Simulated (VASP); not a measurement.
Data:

```xyz
2
Lattice="0.0000 2.8231 2.8231 2.8231 0.0000 2.8231 2.8231 2.8231 0.0000" Properties=species:S:1:pos:R:3 pbc="T T T"
Be     0.0000     0.0000     0.0000
Te     1.4115     1.4115     1.4115
```

All values below come from vdW-DF-cx, VASP's PBE PAW potentials (set 64) (plane waves; VASP 6.6.1). Settings: 520 eV cut-off, Gaussian smearing of 0.050 eV, potentials Be Te.

Unless said otherwise, spin-orbit coupling is left out, though it shifts the bands of the heavy elements here.

**Question.** Give the energies of bands 2 to 7 at the high-symmetry points, in eV from the valence-band maximum.

**Answer.** 
| band | Γ | X | U | L | W |
|---|---|---|---|---|---|
| 2 | 0.00 | -5.07 | -4.71 | -5.50 | -4.53 |
| 3 | 0.00 | -2.61 | -3.85 | -1.11 | -3.67 |
| 4 | 0.00 | -2.61 | -2.20 | -1.11 | -3.17 |
| 5 | 3.67 | 1.95 | 2.70 | 3.08 | 5.22 |
| 6 | 3.67 | 2.68 | 5.26 | 4.61 | 5.57 |
| 7 | 3.67 | 9.75 | 7.91 | 4.61 | 5.59 |

The gap is indirect, 1.95 eV, from the valence maximum at Γ to the conduction minimum at X.

Measured: gap 2.80 eV (computed value off by -0.85 eV), as given by Das et al., (2018), arXiv:1807.05623.

The compound is BeTe in the zinc blende structure. It was relaxed first.
